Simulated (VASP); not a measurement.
Consider the following.

```
ZnS
1.0
    0.00000     2.74932     2.74932
    2.74932     0.00000     2.74932
    2.74932     2.74932     0.00000
Zn S
1 1
Cartesian
  0.00000   0.00000   0.00000
  1.37466   1.37466   1.37466
```

All values below come from revTPSS meta-GGA, VASP's PBE PAW potentials (set 64) (plane waves; VASP 6.6.1). Settings: 520 eV cut-off, 9×9×9 Γ-centred mesh, Gaussian smearing of 0.050 eV, potentials Zn S.

**Question.** The job: ZnS (zinc blende), 2 atoms, revTPSS, static run, 520 eV, 9×9×9 Γ-centred mesh. Roughly how much core time does it take on a busy server core?

**Answer.** About 70 core-seconds (one run on a shared machine, a rough figure). It had 35 irreducible k-points, 13 bands, up to 1139 plane waves and 23 electronic steps.

The compound is ZnS in the zinc blende structure. This cell is one point of a volume scan, at 1.06 of the reference volume.
